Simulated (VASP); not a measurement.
Data:

```yaml
crystal:
  lattice:
    - [0.00000, 2.46569, 2.46569]
    - [2.46569, 0.00000, 2.46569]
    - [2.46569, 2.46569, 0.00000]
  atoms:
    - { symbol: Gd, position: [0.00000, 0.00000, 0.00000] }
    - { symbol: N, position: [0.50000, 0.50000, 0.50000] }
```

Method: MS2 meta-GGA, VASP's PBE PAW potentials (set 64) (plane waves; VASP 6.6.1). Run with 520 eV cut-off, 14×14×14 Γ-centred mesh, tetrahedra with Blöchl corrections, potentials Gd_3 N.

The 4f electrons are frozen in the core of the lanthanide potential, so 4f levels, which can set the real gap, and their magnetism are missing.

Task: What does the run give for the energy per atom (σ→0), band gap (over mesh and band path) with the smallest direct gap where there is one?

Result: 
| Item | Result |
|---|---|
| band gap (over mesh and band path) | none (metal, semimetal or under 0.01 eV) |
| energy per atom (σ→0) | -2.985 eV/atom |

The absolute energy has meaning only against runs of the same code, potentials and settings.

The compound is GdN in the rock salt structure. It was relaxed first.
